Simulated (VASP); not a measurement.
# HfC (rock salt): computed properties

The numbers are results of PBEsol GGA, VASP's PBE PAW potentials (set 64) (plane waves; VASP 6.6.1), not measurements.

```json
{
 "space_group": "Fm-3m (225)",
 "cell": "a = 4.6059 Å, b = 4.6059 Å, c = 4.6059 Å, α = 90.00°, β = 90.00°, γ = 90.00°",
 "volume_per_atom": "12.21 Å³/atom",
 "band gap (over mesh and band path)": "none (metal, semimetal or under 0.01 eV)",
 "density": "12.95 g/cm³"
}
```

```xyz
2
Lattice="0.0000 2.3029 2.3029 2.3029 0.0000 2.3029 2.3029 2.3029 0.0000" Properties=species:S:1:pos:R:3 pbc="T T T"
Hf     0.0000     0.0000     0.0000
C      2.3029     2.3029     2.3029
```

Measured: a 4.638 Å (computed value off by -0.7 %), as given by Guo-Xu Zhang et al., New Journal of Physics (2018), doi:10.1088/1367-2630/aac7f0. The calculation is for a static lattice, while the measured a holds thermal and zero-point effects, which are part of the difference. Unless said otherwise, spin-orbit coupling is left out, though it shifts the bands of the heavy elements here.

The compound is HfC in the rock salt structure. It was relaxed first. Symmetry was kept, so distortions that lower it aren't found.
